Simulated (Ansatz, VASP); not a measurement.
**Two plane-wave programs on ScF3 (base)**

```
CELL_PARAMETERS angstrom
3.97287 0.00000 0.00000
0.00000 3.97287 0.00000
0.00000 0.00000 3.97287
ATOMIC_POSITIONS crystal
Sc 0.00000 0.00000 0.00000
F 0.50000 0.00000 0.00000
F 0.00000 0.50000 0.00000
F 0.00000 0.00000 0.50000
```

Alike in both runs: functional LDA; k mesh 6 × 6 × 6; occupations gaussian, width 0.02 eV; no spin polarisation.

Ansatz relaxed the structure, and its values are those at the end. VASP's run is a single point on that final structure, the one shown.

|  | VASP | Ansatz |
| --- | --- | --- |
| version | VASP 6.6.1 | Ansatz 0.2.0 |
| potentials or method | VASP PAW LDA potentials, release 64 (Sc_sv, F) | scalar-relativistic, plane waves, PAW |
| plane-wave cutoff (eV) | 520 | 420 |
| valence electrons in the cell | 32 | 32 |

VASP gave:

* gap on the k mesh at the Fermi level (eV): 6.33
* least direct gap on the mesh (eV): 6.87
* pressure (GPa): 0.8

Estimate Ansatz's values.

gap on the k mesh at the Fermi level (eV): 6.36; least direct gap on the mesh (eV): 6.91; pressure (GPa): 0.0.

A k mesh can miss the band edges.
